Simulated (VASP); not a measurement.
Runs of VASP 6.6.1 on BrCIH2. The cell holds a molecule in a box, 5 atoms: a = 13.000 Å, b = 11.000 Å, c = 12.000 Å, α = 90.00°, β = 90.00°, γ = 90.00°. 

| level | potentials or basis | cutoff (eV) | grid for exact exchange (PRECFOCK) | exchange at q = 0 | gap on the mesh (eV) | largest force (eV/Å) |
| --- | --- | --- | --- | --- | --- | --- |
| r2SCAN0+D4 | VASP PAW PBE potentials, release 64 (Br, C_h, I, H_h) | 900 | Normal | default | (a) | 0.22 |
| revPBE+D4 | VASP PAW PBE potentials, release 64 (Br, C, I, H) | 520 | - | - | 4.01 | 0.52 |
| SCAN+D4 | VASP PAW PBE potentials, release 64 (Br, C, I, H) | 520 | - | - | 4.44 | (b) |
| PBE0+D4 | VASP PAW PBE potentials, release 64 (Br, C, I, H) | 520 | Fast | truncated | 6.00 | 0.06 |

Alike in all rows: task single point; no spin polarisation; cell as given; k mesh 1 × 1 × 1; smearing gaussian 0.01 eV.

Problem. Estimate the missing entries.

Solution. (a) 6.29; (b) 0.24.

Caveats: the PAW data sets were made with another functional, which shifts forces and pressure a little; spin-orbit coupling is left out, which moves the levels of the heavy elements.

A k mesh can miss the band edges, and the runs leave out spin-orbit coupling on Br, I.

Runs at the PBE level aren't shown here.
